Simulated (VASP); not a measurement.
Data:

```
Cd2SSe
1.0
    5.94916     0.00000     0.00000
    0.00000     5.94916     0.00000
    0.00000     0.00000     5.94614
Cd Se S
4 2 2
Direct
  0.00000   0.00000   0.98800
  0.50000   0.50000   0.98800
  0.50000   0.00000   0.51200
  0.00000   0.50000   0.51200
  0.25000   0.25000   0.25000
  0.75000   0.75000   0.25000
  0.75000   0.25000   0.75000
  0.25000   0.75000   0.75000
```

These are PBEsol GGA, VASP's PBE PAW potentials (set 64) (plane waves; VASP) values and carry that method's errors. Numerical set-up: 400 eV cut-off, 4×4×4 Γ-centred mesh, tetrahedra with Blöchl corrections, potentials Cd Se S.

The cores are frozen, which limits the accuracy of field gradients.

Question: Give the principal components of the electric field gradient (V/Å²) and the asymmetry η at each nucleus.

Answer: 
```tsv
atom	Vxx	Vyy	Vzz	η
Cd1	5.8	0.6	-6.4	0.81
Cd2	5.8	0.6	-6.4	0.81
Cd3	5.8	0.6	-6.4	0.81
Cd4	5.8	0.6	-6.4	0.81
Se5	-14.4	-14.4	28.9	0.00
Se6	-14.4	-14.4	28.9	0.00
S7	6.9	6.9	-13.9	0.00
S8	6.9	6.9	-13.9	0.00
```

The structure was generated: Cd4S2Se2 was put into an ordered model structure (P-4m2), which need not be its known phase. It was relaxed first.
